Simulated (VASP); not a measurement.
Data:

```xyz
2
Lattice="-2.2728 2.2728 1.2023 2.2728 -2.2728 1.2023 2.2728 2.2728 -1.2023" Properties=species:S:1:pos:R:3 pbc="T T T"
Cu     0.0000     2.2728     0.6011
Cu     0.0000     0.0000     0.0000
```

These are PBEsol GGA, VASP's PBE PAW potentials (set 64) (plane waves; VASP) values and carry that method's errors. Settings: 400 eV cut-off, 19×19×19 Γ-centred mesh, tetrahedra with Blöchl corrections, potentials Cu.

Q: Predict the energy per atom (σ→0), band gap (on the k-mesh) with the smallest direct gap where there is one.

A: 
```json
{
 "band gap (on the k-mesh)": "none (metal, semimetal or under 0.01 eV)",
 "energy per atom (σ→0)": "-3.948 eV/atom"
}
```

The structure was generated: Cu was put into the beta-Sn type (I4_1/amd), which need not be its known phase. It was relaxed first.
